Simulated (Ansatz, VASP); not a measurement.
# Sb (antimonene bilayer, AB): VASP beside Ansatz

Wanted: the spread between two codes on one cell, functional and k mesh. The structure shown is the start of the Ansatz relaxation below; VASP solves that cell, so the two are compared at the walk's first step.

Program: Ansatz 0.2.0. Level of theory: plane waves, with VASP 6.6.1 beside it; single point at PBE with D3(BJ). Results are calculated unless marked as measured.

## Step 1: The starting structure

The cell holds 4 atoms: 4 Sb. Its edges and angles: a = 4.120 Å, b = 4.120 Å, c = 36.400 Å, α = 90.0°, β = 90.0°, γ = 120.0°. Vacuum lies along c. The height across the vacuum is the one that the program set for its solve, not the one typed.

## Step 2: Ansatz: relaxation, PBE with D3(BJ)

Ansatz runs on its default PAW (the set named soft_2) files.

The two programs are compared at the cell with which this relaxation starts, whose forces are those of its first step.

input.yaml reads:

```yaml
crystal:
  lattice:
    - [4.12, 0.0, 0.0]
    - [-2.06, 3.5680246636, 0.0]
    - [0.0, 0.0, 24.3]
  atoms:
    - { symbol: Sb, position: [0.6666666667, 0.3333333333, 0.3703703704] }
    - { symbol: Sb, position: [0.3333333333, 0.6666666667, 0.4382716049] }
    - { symbol: Sb, position: [0.0, 0.0, 0.5617283951] }
    - { symbol: Sb, position: [0.6666666667, 0.3333333333, 0.6296296296] }
  periodic: [true, true, false]
kpoints:
  mp_grid: { grid: [12, 12, 1] }
hamiltonian:
  xc: pbe
  dispersion: d3bj
scf:
  occupations: { method: fermi_dirac, width: 0.05 }
  convergence: { dr2_threshold: 1.0e-09 }
relax:
  f_tol: 0.004
  max_steps: 90
  cell: {}
output:
  write_potential: true
  write_density: true
  volumetric_format: npy
```

Command:

```sh
$ ansatz run input.yaml --threads 4 --pin off --max-ram 6144MiB --backend cpu --events-out ev --progress --plain --runs-dir out
```

Numbers of over 12 decimals in the logs are rounded to 6 here.

The program printed:

```text
Warning: crystal.periodic: the lattice vector that does not repeat stood 0.000° off the slab's normal, 24.300 Å along it as the deck builds it. The run solves the slab on a vector along the normal, 36.400 Å long, with every atom where it was (on the deck's vector they left 18.00 Å outside them, and the widest stretch free of ions among them is 3.00 Å). A fractional position that the run reports is one of the run's ce [...]
Warning: relax.cell: scf.convergence.dr2_threshold = 1e-9 eV is looser than the 1.50551394508e-10 eV advised for a relaxation that steers and ends on the stress (1e-10 eV for each atom of the cell: 4, times the square of relax.cell.stress_2d_tol = 0.05 N/m over 16.3 Å (the atoms' height at the walk's start and 5 Å past either face), 3.067e-2 GPa, over a crystal's default 0.05). What an SCF threshold leaves in a stress goes as its square root, and in the free energy as the threshold itself, and one threshold admits the most on a small cell: [figures from the program's tests cut] Set scf.convergence.dr2_threshold to 1.50551394508e-10 eV or tighter. [rest of the remark cut]
crystal.periodic: the lattice vector that does not repeat stood 0.000° off the slab's normal, 24.300 Å along it as the deck builds it. The run solves the slab on a vector along the normal, 36.400 Å long, with every atom where it was (on the deck's vector they left 18.00 Å outside them, and the widest stretch free of ions among them is 3.00 Å). A fractional position that the run reports is one of the run's cell, which [...]
Engine: ansatz 0.2.0, x86_64-unknown-linux-gnu
Pseudopotentials: kind: paw
Pseudopotential: Sb, paw, valence charge 15, recommended cutoff 420 eV (normal), Sb.paw.azcp
Functional definition: PBE
  parameter kappa = 0.804
  parameter beta = 0.066725
  exchange = pbe_x(kappa = kappa, mu = beta*pi^2/3)
  correlation = pbe_c(beta = beta)
Crystal: 4 atoms, lattice volume = 535.090 Å³
Basis set: ecut = 420 eV, 10345 PW (Γ), exchange–correlation on 60×60×500 points (8 copies of the dense FFT grid, shifted against one another)
Bands: 36, of which v1, the nominal top of the filled ones, is band 30 counted from 1 (29 counted from 0)
Symmetry: 12 space group operations
Space group: P-3m1 (ITA 164), of the structure as read, at distance tolerance 8.1e-5 Å
[...]
SCF iter   3: F=—  HF=-25939.040676 eV  |F-HF|=—  |Δ(HF+E_count)|=   4.70e-4  Δρ=1.62e-4  dr2=5.71e-4  ethr=2.97e-6  ⟨swp⟩=3.0  Hψ=1504  notcnv=0
SCF iter   4: F=—  HF=-25939.040602 eV  |F-HF|=—  |Δ(HF+E_count)|=   7.41e-5  Δρ=7.35e-5  dr2=1.55e-4  ethr=9.51e-7  ⟨swp⟩=3.2  Hψ=1373  notcnv=0
SCF iter   5: F=—  HF=-25939.040575 eV  |F-HF|=—  |Δ(HF+E_count)|=   2.69e-5  Δρ=1.83e-5  dr2=7.35e-6  ethr=2.58e-7  ⟨swp⟩=2.6  Hψ=851  notcnv=0
SCF iter   6: F=—  HF=-25939.040568 eV  |F-HF|=—  |Δ(HF+E_count)|=   7.03e-6  Δρ=3.72e-6  dr2=4.19e-7  ethr=1.22e-8  ⟨swp⟩=3.6  Hψ=1423  notcnv=0
SCF iter   7: F=—  HF=-25939.040546 eV  |F-HF|=—  |Δ(HF+E_count)|=   2.22e-5  Δρ=9.70e-7  dr2=1.26e-8  ethr=6.98e-10  ⟨swp⟩=2.9  Hψ=1080  notcnv=0
SCF iter   8: F=-25939.040546 eV  HF=-25939.040546 eV  |F-HF|=2.98e-10  |Δ(HF+E_count)|=   4.44e-9  Δρ=1.49e-7  dr2=1.52e-10  ethr=1.67e-12  ⟨swp⟩=10.1  Hψ=5663  notcnv=0
SCF 5 converged in 8 iterations: F = -25939.040546 eV  dr2 = 1.52e-10
relax step   5: F+E_penalty+E_count = -25939.04054573 eV  Δ(F+E_penalty+E_count) = -4.250e-3 eV  max|allowed force component| = 6.480e-2 eV/Å  Δτ_max = 0.0461 Å  P = -0.073 N/m  Ω = 557.362 Å³  energy of the carried Pulay correction = -9.844e-4 eV  fix = [c, alpha, beta]  reactions: c -0.000 N/m  (8 SCF iters, accepted)
[...]
relax step   6: F+E_penalty+E_count = -25939.04180613 eV  Δ(F+E_penalty+E_count) = -1.260e-3 eV  max|allowed force component| = 1.362e-3 eV/Å  Δτ_max = 0.0182 Å  P = -0.031 N/m  Ω = 554.673 Å³  energy of the carried Pulay correction = -8.676e-4 eV  fix = [c, alpha, beta]  reactions: c -0.000 N/m  (7 SCF iters, accepted)
[...]
relax step   7: F+E_penalty+E_count = -25939.04262081 eV  Δ(F+E_penalty+E_count) = -8.147e-4 eV  max|allowed force component| = 1.418e-3 eV/Å  Δτ_max = 0.0000 Å  P = -0.035 N/m  Ω = 554.673 Å³  fix = [c, alpha, beta]  reactions: c -0.000 N/m  stress off target by 3.52e-2 N/m on what of the cell is left free  SCF on the basis re-selected at this cell (its energy is not comparable with the rows above)  (4 SCF iters)
basis re-selected at this cell: Δ(F+E_penalty+E_count) = -8.147e-4 eV, ΔP = -0.004 N/m vs the last step (what re-selecting the basis moved, of the pressure what is left beyond the Pulay correction that the steps carried, after the strain that the cell walked since its last selection, with what the two solves' SCF thresholds leave and, on support functions, any second-order correction that the steps lacked; it is no m [...]
SCF converged after 4 iterations
Free energy (F): -25939.042621 eV
Harris-Foulkes:  -25939.042621 eV  (|F-HF|=1.12e-9)
Internal energy: -25939.038015 eV  (E = F + TS)
E sigma→0 (E₀):  -25939.040318 eV
Entropy (-TS):   -0.004605 eV (-1.151 meV/atom)
Fermi energy:    -3.913360 eV
--- Per-component energies (eV) ---
  E_band       = -1521.753211
  E_kinetic    = 826.918946
  E_local      = -148051.010064  (includes V_loc(G=0)·N_el)
  E_nonlocal   = 1448.726774
  E_hartree    = 73307.286723
  E_xc         = -552.793994
  E_vxc        = -383.515418  (∫ρ·V_xc dr)
  E_paw        = -18301.220461  (= ΣΔE_a)
  E_vpaw       = -1977.443551  (= ΣTr[D̂ρ^β])
  E_aug_tail   = -0.000006  (compensation charges beyond the density's cutoff)
  E_ewald      = 65384.405464
  E_disp       = -1.351398  (pairwise vdW)
  E_smearing   = -0.004605  (= −TS)
  E_closure    = -0.000000  (closes the sum)
  Σ components = -25939.042621   (vs F -25939.042621, Δ=0.00e0)
--- Forces (eV/Å), atoms counted from 1 ---
  atom   1  Sb     0.00000000    -0.00000000     0.00000448
  atom   2  Sb     0.00000000    -0.00000000    -0.00141828
  atom   3  Sb    -0.00000000     0.00000000     0.00141828
  atom   4  Sb    -0.00000000     0.00000000    -0.00000448
  max |Σ_I F_I| component: 1.39e-17 eV/Å
--- 2D stress c σ (N/m, compression-positive) ---
       -0.035207      -0.000000       0.000000
       -0.000000      -0.035207       0.000000
        0.000000       0.000000      -0.000000
  P = ½ c Tr σ = -0.0352 N/m
--- Band table (eV; the first three rows and the last of 19) ---
  k-point 0: bands = [... 26 lower, -5.3901, -5.0832, -5.0832, -4.3143, -3.7664, -2.9147, -2.9147, -2.0242, ... 2 higher]
  k-point 1: bands = [... 26 lower, -5.6274, -5.5535, -5.1471, -3.9970, -3.4649, -2.8707, -2.7671, -2.0469, ... 2 higher]
  k-point 2: bands = [... 26 lower, -6.0651, -5.6296, -5.4006, -4.6257, -3.1959, -2.4927, -2.4889, -1.8040, ... 2 higher]
  k-point 18: bands = [... 26 lower, -7.4295, -6.6475, -6.6475, -6.0692, -2.9122, -2.9122, -2.2262, -0.4425, ... 2 higher]
  the weakly bound empty levels are not read free of the cell's end (no_gap_told)
--- Relaxed structure (6 steps of the walk, 6 accepted, 1 SCFs on fresh bases) ---
  F+E_penalty+E_count = -25939.04262081 eV   max|allowed force component| = 1.418e-3 eV/Å   (the final SCF, on the basis selected at the relaxed cell)
  cell:  # Å, volume = 554.6727 Å³
    - [4.194714, 0, 0]
    - [-2.097357, 3.632729, 0]
    - [0, 0, 36.400000]
  atoms:
    - { symbol: Sb, position: [0.666667, 0.333333, 0.258520] }
    - { symbol: Sb, position: [0.333333, 0.666667, 0.302015] }
    - { symbol: Sb, position: [-1.2721945058403651e-17, 4.6259292693253385e-17, 0.365567] }
    - { symbol: Sb, position: [0.666667, 0.333333, 0.409062] }
```

Reading the cycles: dr2 is the Hartree energy of the density residual (eV), the measure of convergence; HF is the Harris–Foulkes estimate of the energy, which meets the free energy F at convergence.

## Step 3: VASP: single point, PBE with D3(BJ), start cell

The same cell, functional, mesh and smearing now go to VASP, with its own data sets.

Lines of VASP's logs that name or quote its potential files are left out, and so is its time.

INCAR reads:

```
SYSTEM = Sb
PREC = Accurate
ENCUT = 400
EDIFF = 1E-06
NELM = 120
ISMEAR = -1
SIGMA = 0.05
LREAL = .FALSE.
ALGO = Normal
GGA = PE
IVDW = 12
NBANDS = 16
LORBIT = 11
LWAVE = .FALSE.
LCHARG = .FALSE.
ISIF = 2
LDIPOL = .TRUE.
IDIPOL = 3
DIPOL = 0.5 0.5 0.334
LVHAR = .TRUE.
LASPH = .TRUE.
GGA_COMPAT = .FALSE.
EFERMI = MIDGAP
NELMDL = -8
```

POSCAR reads:

```
Sb
1.0
    4.1200000000      0.0000000000      0.0000000000
   -2.0600000000      3.5680250000      0.0000000000
    0.0000000000      0.0000000000     36.4000000000
Sb
4
Direct
    0.6666667134      0.3333334268      0.2472527473
    0.3333332866      0.6666665732      0.2925824176
    0.0000000000      0.0000000000      0.3750000000
    0.6666667134      0.3333334268      0.4203296703
```

KPOINTS reads:

```
Automatic mesh
0
Gamma
12 12 1
0 0 0
```

PAW data sets: Sb (PBE family, release 64).

Command:

```sh
$ mpirun -np 1 vasp_std
```

The program printed:

```text
[banner, memory and clock lines left out]
running    1 mpi-ranks, on    1 nodes
 distrk:  each k-point on    1 cores,    1 groups
 distr:  one band on    1 cores,    1 groups

 POSCAR found type information on POSCAR Sb
 POSCAR found :  1 types and       4 ions
 LDA part: xc-table for (Slater+PW92), standard interpolation
 POSCAR, INCAR and KPOINTS ok, starting setup
 FFT: planning ... GRIDC
 FFT: planning ... GRID_SOFT
 FFT: planning ... GRID
 WAVECAR not read
 entering main loop
       N       E                     dE             d eps       ncg     rms          rms(c)
DAV:   1     0.113583248148E+03    0.11358E+03   -0.47271E+03   608   0.660E+02
DAV:   2    -0.481555120218E+01   -0.11840E+03   -0.11249E+03   896   0.124E+02
DAV:   3    -0.160343576210E+02   -0.11219E+02   -0.11177E+02   864   0.466E+01
DAV:   4    -0.162887859192E+02   -0.25443E+00   -0.25416E+00   800   0.892E+00
DAV:   5    -0.162988448752E+02   -0.10059E-01   -0.10059E-01   968   0.190E+00
DAV:   6    -0.162989445609E+02   -0.99686E-04   -0.99686E-04   840   0.165E-01
DAV:   7    -0.162989502343E+02   -0.56733E-05   -0.56732E-05  1000   0.336E-02
DAV:   8    -0.162989503614E+02   -0.12714E-06   -0.12688E-06   696   0.381E-03    0.413E+00
DAV:   9    -0.162607493123E+02    0.38201E-01   -0.23455E-02   680   0.779E-01    0.254E+00
DAV:  10    -0.162370234150E+02    0.23726E-01   -0.57310E-02   776   0.123E+00    0.123E-01
DAV:  11    -0.162373191204E+02   -0.29571E-03   -0.22526E-03   848   0.269E-01    0.824E-02
DAV:  12    -0.162373218478E+02   -0.27274E-05   -0.89879E-04   808   0.154E-01    0.319E-02
DAV:  13    -0.162373140341E+02    0.78137E-05   -0.42439E-05   840   0.347E-02    0.152E-02
DAV:  14    -0.162373122158E+02    0.18182E-05   -0.93361E-05   808   0.354E-02    0.702E-03
DAV:  15    -0.162373382172E+02   -0.26001E-04   -0.67431E-06   656   0.105E-02    0.539E-03
DAV:  16    -0.162374380906E+02   -0.99873E-04   -0.24949E-05   664   0.158E-02    0.248E-03
DAV:  17    -0.162374567044E+02   -0.18614E-04   -0.13568E-06   696   0.414E-03    0.149E-03
DAV:  18    -0.162374925308E+02   -0.35826E-04   -0.35572E-06   664   0.533E-03    0.748E-04
DAV:  19    -0.162375065372E+02   -0.14006E-04   -0.24915E-07   656   0.145E-03    0.500E-04
DAV:  20    -0.162375156096E+02   -0.90724E-05   -0.30592E-07   576   0.124E-03    0.251E-04
DAV:  21    -0.162375186149E+02   -0.30053E-05   -0.81591E-08   584   0.692E-04    0.824E-05
DAV:  22    -0.162375196452E+02   -0.10303E-05   -0.14169E-08   432   0.355E-04    0.860E-05
DAV:  23    -0.162375204088E+02   -0.76356E-06   -0.16783E-08   480   0.286E-04
   1 F= -.17497444E+02 E0= -.17496889E+02  d E =-.110987E-02
```

From OUTCAR (step 3):

```text
ion  position               nearest neighbor table
   1  0.667  0.333  0.247-   2 2.89   2 2.89   2 2.89
   2  0.333  0.667  0.293-   1 2.89   1 2.89   1 2.89
   3  0.000  0.000  0.375-   4 2.89   4 2.89   4 2.89
   4  0.667  0.333  0.420-   3 2.89   3 2.89   3 2.89

  LATTYP: Found a hexagonal cell.
 ALAT       =     4.1200000000
 C/A-ratio  =     8.8349514563

 Subroutine GETGRP returns: Found 12 space group operations
 (whereof  6 operations were pure point group operations)

The static configuration has the point symmetry C_3v.
 The point group associated with its full space group is D_3d.

 Found     19 irreducible k-points:

   k-points           NKPTS =     19   k-points in BZ     NKDIM =     19   number of bands    NBANDS=     16

   dimension x,y,z NGX =    28 NGY =   28 NGZ =  240
   dimension x,y,z NGXF=    56 NGYF=   56 NGZF=  480

   ENCUT  =  400.0 eV  29.40 Ry    5.42 a.u.   6.72  6.72 59.36*2*pi/ulx,y,z

   NELECT =      20.0000    total number of electrons

 k-points in reciprocal lattice and weights: Automatic mesh
   0.00000000  0.00000000  0.00000000       0.007
   0.08333333  0.00000000  0.00000000       0.042
   0.16666667  0.00000000  0.00000000       0.042
   0.25000000  0.00000000  0.00000000       0.042
   0.33333333  0.00000000  0.00000000       0.042
   0.41666667  0.00000000  0.00000000       0.042
   0.50000000  0.00000000  0.00000000       0.021
   0.08333333  0.08333333  0.00000000       0.042
   0.16666667  0.08333333  0.00000000       0.083
[...]
0.33333333  0.25000000  0.00000000       0.083
   0.33333333  0.33333333  0.00000000       0.014

 dipolmoment           0.000000      0.000000      0.000001 electrons x Angstroem

 average (electrostatic) potential at core
       1 -94.5073       2 -94.5657       3 -94.5657       4 -94.5073

 E-fermi :  -1.5068

 k-point     1 :       0.0000    0.0000    0.0000
  band No.  band energies     occupation
    ...
      6      -2.3265      2.00000
      7      -2.3265      2.00000
      8      -2.2260      2.00000
      9      -2.2260      2.00000
     10      -1.9058      1.99932
     11      -0.8315      0.00000
     12       0.1335      0.00000
     13       0.2622      0.00000
     14       0.2622      0.00000
     15       0.6974      0.00000
    ...

 k-point     2 :       0.0833    0.0000    0.0000
  band No.  band energies     occupation
    ...
      6      -3.0448      2.00000
      7      -2.9173      2.00000
      8      -2.5256      2.00000
      9      -2.3642      2.00000
     10      -1.7103      1.96645
     11      -0.3747      0.00000
     12       0.1645      0.00000
     13       0.3351      0.00000
     14       0.4106      0.00000
     15       0.8169      0.00000
    ...

 k-point     3 :       0.1667    0.0000    0.0000
  band No.  band energies     occupation
    ...
      6      -3.9238      2.00000
      7      -3.2827      2.00000
      8      -2.9322      2.00000
      9      -2.7080      2.00000
     10      -1.9368      1.99963
     11      -0.5455      0.00000
     12      -0.1878      0.00000
     13       0.6667      0.00000
     14       0.9630      0.00000
     15       1.2176      0.00000
    ...

 Edisp (eV)   -1.25992

  Total      -0.33069    -0.33069    -1.16704     0.00000     0.00000     0.00000
  in kB      -0.99017    -0.99017    -3.49437     0.00000     0.00000     0.00000
  external pressure =       -1.82 kB  Pullay stress =        0.00 kB

  energy-cutoff  :      400.00
  volume of cell :      535.09
      direct lattice vectors                 reciprocal lattice vectors
     4.120000000  0.000000000  0.000000000     0.242718447  0.140133547  0.000000000
    -2.060000000  3.568025000  0.000000000     0.000000000  0.280267095  0.000000000
     0.000000000  0.000000000 36.400000000     0.000000000  0.000000000  0.027472527

 POSITION                                       TOTAL-FORCE (eV/Angst)
 -----------------------------------------------------------------------------------
      2.06000      1.18934      9.00000        -0.000000      0.000000      0.186329
      0.00000      2.37868     10.65000         0.000000     -0.000000     -0.006155
      0.00000      0.00000     13.65000         0.000000     -0.000000      0.006155
      2.06000      1.18934     15.30000         0.000000      0.000000     -0.186329
 -----------------------------------------------------------------------------------
    total drift:                               -0.000000     -0.000059     -0.000036

  FREE ENERGIE OF THE ION-ELECTRON SYSTEM (eV)
  ---------------------------------------------------
  free  energy   TOTEN  =       -17.4974436799 eV

  energy  without entropy=      -17.4963338076  energy(sigma->0) =      -17.49688874

 vacuum level on the upper side and lower side of the slab         2.571         2.571

 total charge
# of ion       s       p       d       tot
------------------------------------------
    1        1.212   1.163   0.025   2.401
    2        1.218   1.150   0.029   2.396
    3        1.218   1.150   0.029   2.396
    4        1.212   1.163   0.025   2.401
--------------------------------------------------
tot          4.860   4.625   0.109   9.594

[... 3 further parts left out ...]
```

## Step 4: Side by side

Known differences besides the potentials themselves: Ansatz cuts the interaction across the vacuum, VASP repeats the sheet with a dipole correction; the data sets hold 60 valence electrons in Ansatz (on its default PAW (the set named soft_2) files) and 20 in VASP; the cutoff is 420 eV in Ansatz and 400 eV in VASP. Total energies have different zeros and are not compared.

Forces (eV/Å; atoms numbered as in POSCAR):

```
atom        Ansatz x, y, z          VASP x, y, z
 Sb1   0.000, 0.000, 0.256   0.000, 0.000, 0.186
 Sb2  0.000, 0.000, -0.084  0.000, 0.000, -0.006
 Sb3   0.000, 0.000, 0.084   0.000, 0.000, 0.006
 Sb4  0.000, 0.000, -0.256  0.000, 0.000, -0.186
```

The forces differ by 43 meV/Å r.m.s., which is 56.0 % of the r.m.s. force of 0.076 eV/Å (both taken over all components). With vacuum in the cell, a pressure given here is an average over mostly empty space and none of the material.

## Step 5: Outcome

| Item | Value |
| --- | --- |
| r.m.s. force difference (single point, PBE with D3(BJ), start cell) | 43 meV/Å |

**Reading.** The r.m.s. force difference is 43 meV/Å (single point, PBE with D3(BJ), start cell), beyond the 12 meV/Å picked in this series as the mark of a large difference. The data sets hold unlike numbers of valence electrons (60 in Ansatz and 20 in VASP), so part of the differences comes from the potentials. What causes the difference of the single point, PBE with D3(BJ), start cell pair stays open here. 1 further run of this series is not shown here. Such differences can come from data sets, numerical settings and the points named under the comparisons, not from the functional's error against experiment.

[Lines on the potential files, build, host, timing and source positions are cut from VASP's logs without a mark.]

[Logs are printed without paths, hosts, clocks, repeated set-up lines and the standing remarks that a program may print on its own settings, such as how far it seeks lower states.]

[Hosts, paths, dates, database ids (printed as entryN), source tags and the programs' standing remarks are cut or masked in the printed files.]
